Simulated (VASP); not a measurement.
Calculation: r2SCAN+rVV10, VASP's PBE PAW potentials (set 64) (plane waves; VASP).

A VASP calculation is set up with these files.

INCAR:
```
ALGO = Normal
BPARAM = 11.95
CPARAM = 0.0093
EDIFF = 1E-7
ENCUT = 400
ISIF = 2
ISMEAR = -5
LASPH = .True.
LCHARG = .False.
LEFG = .True.
LMAXMIX = 4
LMIXTAU = .True.
LORBIT = 11
LREAL = .False.
LUSE_VDW = .True.
LWAVE = .False.
METAGGA = R2SCAN
NEDOS = 601
NELM = 100
PREC = Accurate
SYSTEM = SnSe2
```

**POSCAR**
```
SnSe2
1.0
  3.8336592945   0.0000000000   0.0000000000
 -1.9168296472   3.3200465279   0.0000000000
  0.0000000000   0.0000000000   6.2479030391
Sn Se
1 2
Cart
  0.0000000000   0.0000000000   0.0000000000
 -0.0000019168   2.2133654586   1.5752419473
  1.9168315641   1.1066810693   4.6726610918
```

**KPOINTS**
```
Automatic mesh
0
Gamma
8 8 4
0 0 0
```

**KPOINTS_OPT**
```
k-points along high-symmetry lines
6
Line-mode
Reciprocal
  0.000000   0.000000   0.000000 ! GAMMA
  0.500000   0.000000   0.000000 ! M

  0.500000   0.000000   0.000000 ! M
  0.333333   0.333333   0.000000 ! K

  0.333333   0.333333   0.000000 ! K
  0.000000   0.000000   0.000000 ! GAMMA

  0.000000   0.000000   0.000000 ! GAMMA
  0.000000   0.000000   0.500000 ! A

  0.000000   0.000000   0.500000 ! A
  0.500000   0.000000   0.500000 ! L

  0.500000   0.000000   0.500000 ! L
  0.333333   0.333333   0.500000 ! H

  0.333333   0.333333   0.500000 ! H
  0.000000   0.000000   0.500000 ! A

  0.500000   0.000000   0.500000 ! L
  0.500000   0.000000   0.000000 ! M

  0.333333   0.333333   0.500000 ! H
  0.333333   0.333333   0.000000 ! K
```

POTCAR, in this order: Sn_d Se (PBE.64 set). Program: vasp_std.

### Question
What will the output report for the number of irreducible k-points (NKPTS), number of bands (NBANDS), largest plane-wave count, number of space-group operations, FFT grid (NGX, NGY, NGZ)?

### Answer

- number of irreducible k-points (NKPTS) = 35
- number of bands (NBANDS) = 17
- largest plane-wave count = 1454
- number of space-group operations = 12
- FFT grid (NGX, NGY, NGZ) = 28 × 28 × 42

The structure comes from a measured SnSe2 entry (P-3m1) of the Crystallography Open Database, whose conditions weren't checked. It was relaxed first.
